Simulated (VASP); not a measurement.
Calculation: PBEsol GGA, VASP's PBE PAW potentials (set 64) (plane waves; VASP).

The input files of a VASP run:

### INCAR
```
ALGO = Normal
EDIFF = 1E-6
EDIFFG = -0.02
ENCUT = 500
GGA = PS
IBRION = 2
ISIF = 3
ISMEAR = 1
LASPH = .True.
LCHARG = .False.
LMAXMIX = 4
LREAL = .False.
LWAVE = .False.
NELM = 100
NSW = 40
PREC = Accurate
PSTRESS = 300
SIGMA = 0.1
SYSTEM = CuZn
```

### POSCAR
```
CuZn
1
    2.7699781019    -0.0000000000     0.0000000000
    0.0000000000     2.7699781019    -0.0000000000
   -0.0000000000    -0.0000000000     2.7699781019
Zn Cu
1 1
Direct
  0.5000000000   0.5000000000   0.5000000000
  0.0000000000   0.0000000000   0.0000000000
```

### KPOINTS
```
kpoints
0
Gamma
  13 13 13
0 0 0
```

POTCAR, in this order: Zn Cu (PBE.64 set). Program: vasp_std.

What VASP printed:

### OSZICAR
```
       N       E                     dE             d eps       ncg     rms          rms(c)
DAV:   1     0.103706959375E+03    0.10371E+03   -0.11395E+04  2704   0.261E+03
DAV:   2    -0.459193297255E+01   -0.10830E+03   -0.10568E+03  2527   0.325E+02
DAV:   3    -0.725728081688E+01   -0.26653E+01   -0.26557E+01  3066   0.695E+01
DAV:   4    -0.727521086817E+01   -0.17930E-01   -0.17928E-01  2947   0.499E+00
DAV:   5    -0.727542174329E+01   -0.21088E-03   -0.21087E-03  3222   0.572E-01    0.121E+01
DAV:   6    -0.670284476130E+01    0.57258E+00   -0.18455E+01  2721   0.125E+02    0.577E+00
DAV:   7    -0.583261634993E+01    0.87023E+00   -0.42099E+00  2774   0.129E+02    0.330E+00
DAV:   8    -0.582468965204E+01    0.79267E-02   -0.19411E-01  2668   0.630E+00    0.169E+00
DAV:   9    -0.581170421547E+01    0.12985E-01   -0.16802E-02  3525   0.319E+00    0.168E-01
DAV:  10    -0.581161158395E+01    0.92632E-04   -0.12040E-03  4053   0.914E-01    0.408E-02
DAV:  11    -0.581160464629E+01    0.69377E-05   -0.12201E-04  3403   0.420E-01    0.928E-03
DAV:  12    -0.581160398687E+01    0.65942E-06   -0.11203E-05  3453   0.972E-02    0.425E-03
DAV:  13    -0.581160359799E+01    0.38888E-06   -0.52009E-07  1470   0.213E-02
   1 F= -.18320012E+01 E0= -.18321596E+01  d E =-.183200E+01
       N       E                     dE             d eps       ncg     rms          rms(c)
DAV:   1    -0.580272113847E+01    0.88828E-02   -0.54958E-02  2520   0.594E+00    0.497E-01
DAV:   2    -0.579974694422E+01    0.29742E-02   -0.26371E-02  2555   0.462E+00    0.194E-01
DAV:   3    -0.579882843716E+01    0.91851E-03   -0.59357E-03  2692   0.293E+00    0.134E-01
DAV:   4    -0.579864383881E+01    0.18460E-03   -0.40666E-04  3572   0.704E-01    0.519E-02
DAV:   5    -0.579859075823E+01    0.53081E-04   -0.35452E-05  4138   0.109E-01    0.322E-03
DAV:   6    -0.579859056598E+01    0.19225E-06   -0.17078E-06  1787   0.292E-02
   2 F= -.18319228E+01 E0= -.18320860E+01  d E =0.784503E-04
       N       E                     dE             d eps       ncg     rms          rms(c)
DAV:   1    -0.581002498101E+01   -0.11434E-01   -0.28147E-02  2520   0.427E+00    0.353E-01
DAV:   2    -0.580850085792E+01    0.15241E-02   -0.13235E-02  2555   0.327E+00    0.137E-01
DAV:   3    -0.580804497675E+01    0.45588E-03   -0.29928E-03  2670   0.205E+00    0.965E-02
DAV:   4    -0.580794765402E+01    0.97323E-04   -0.20667E-04  3557   0.506E-01    0.371E-02
DAV:   5    -0.580791951985E+01    0.28134E-04   -0.18260E-05  4060   0.784E-02    0.234E-03
DAV:   6    -0.580791969815E+01   -0.17830E-06   -0.82131E-07  1342   0.221E-02
   3 F= -.18320177E+01 E0= -.18321775E+01  d E =-.164831E-04
```

### OUTCAR
```
------------------------ aborting loop because EDIFF is reached ----------------------------------------
  FORCE on cell =-STRESS in cart. coord.  units (eV):
  Direction    XX          YY          ZZ          XY          YZ          ZX
  --------------------------------------------------------------------------------------
  Total        3.9816734      3.9816734      3.9816734      0.0000000     -0.0000000      0.0000000
  in kB      300.4354820    300.4354820    300.4354820      0.0000000     -0.0000000      0.0000000
  external PRESSURE =       0.4354820 kB  Pullay stress =     300.0000000 kB
  volume of cell :       21.23
      direct lattice vectors                 reciprocal lattice vectors
     2.769119293  0.000000000  0.000000000     0.361125648 -0.000000000  0.000000000
     0.000000000  2.769119293  0.000000000    -0.000000000  0.361125648  0.000000000
    -0.000000000 -0.000000000  2.769119293    -0.000000000 -0.000000000  0.361125648
 POSITION                                       TOTAL-FORCE (eV/Angst)
 -----------------------------------------------------------------------------------
      1.38456      1.38456      1.38456         0.000000      0.000000      0.000000
      0.00000      0.00000      0.00000        -0.000000     -0.000000      0.000000
 -----------------------------------------------------------------------------------
    total drift:                               -0.000000      0.000000      0.000000
  FREE ENERGIE OF THE ION-ELECTRON SYSTEM (eV)
  ---------------------------------------------------
  free  energy   TOTEN  =        -5.8079196982 eV

  energy  without entropy=       -5.8083990552  energy(sigma->0) =       -5.80807948
  enthalpy is  TOTEN    =        -1.8320177224 eV   P V=        3.9759019757

 reached required accuracy - stopping structural energy minimisation
```
(Selected blocks of OUTCAR.)

### CONTCAR
```
CuZn
   1.00000000000000
     2.7691192926284658    0.0000000000000000    0.0000000000000000
     0.0000000000000000    2.7691192926284658    0.0000000000000000
    -0.0000000000000000   -0.0000000000000000    2.7691192926284658
  Zn              Cu
     1     1
Direct
     0.5000000000000000    0.5000000000000000    0.5000000000000000
     0.0000000000000000    0.0000000000000000    0.0000000000000000
```

The compound is CuZn in the CsCl type structure. This run relaxes it under an external pressure of 30 GPa. Symmetry was kept, so distortions that lower it aren't found. The electron count is odd and the run is not spin-polarised, which forces a metal.
